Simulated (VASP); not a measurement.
Runs of VASP 6.6.1 on Ce. It takes space group Fm-3m (No. 225, cubic). Conventional cell: a = 4.672 Å, b = 4.672 Å, c = 4.672 Å, α = 90.00°, β = 90.00°, γ = 90.00°. Ce (site symmetry m-3m) has 12 Ce at 3.30 Å as nearest neighbours. 

```csv
task,cell,gap on the mesh (eV),pressure (GPa)
electric field gradients,"volume scaled by 0.98, PAW files",none,(a)
single point,as given,none,-0.4
single point,volume scaled by 1.04,none,-1.8
electric field gradients,as given,none,-0.4
```

Alike in all rows: level r2SCAN; potentials or basis VASP PAW PBE potentials, release 64 (Ce); no spin polarisation; k mesh 15 × 15 × 15; cutoff (eV) 520; smearing fermi-dirac 0.08 eV.

Question: Fill in the values left out.

Answer: (a) 0.5.

Caveats: the PAW data sets were made with another functional, which shifts forces and pressure a little.

A k mesh can miss the band edges, and the runs leave out spin-orbit coupling on Ce.

A gap of «none» marks a metal or a gap under the smearing width.
